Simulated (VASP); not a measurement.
Here is the system:

```
CELL_PARAMETERS angstrom
      0.00000     2.59301     2.59301
      2.59301     0.00000     2.59301
      2.59301     2.59301     0.00000
ATOMIC_POSITIONS crystal
  Zr 0.00000 0.00000 0.00000
  O  0.25000 0.25000 0.25000
  O  0.75000 0.75000 0.75000
```

Method: MS2 meta-GGA, VASP's PBE PAW potentials (set 64) (plane waves; VASP 6.6.1). Run with 520 eV cut-off, 8×8×8 Γ-centred mesh, Gaussian smearing of 0.050 eV, potentials Zr_sv O.

**Question.** Predict the energy per atom (σ→0), pressure, band gap (on the k-mesh) with the smallest direct gap where there is one.

**Answer.** 
```
Item                                          Result
-----------------------------------  ---------------
band gap (on the k-mesh)                     3.51 eV
smallest direct gap (on the k-mesh)          3.85 eV
energy per atom (σ→0)                -11.087 eV/atom
pressure                                  -13.13 GPa
```

The compound is ZrO2 in the fluorite structure, the high-temperature cubic form, which is unstable at 0 K; the monoclinic form is the stable one. This cell is one point of a volume scan, at 1.06 of the reference volume.
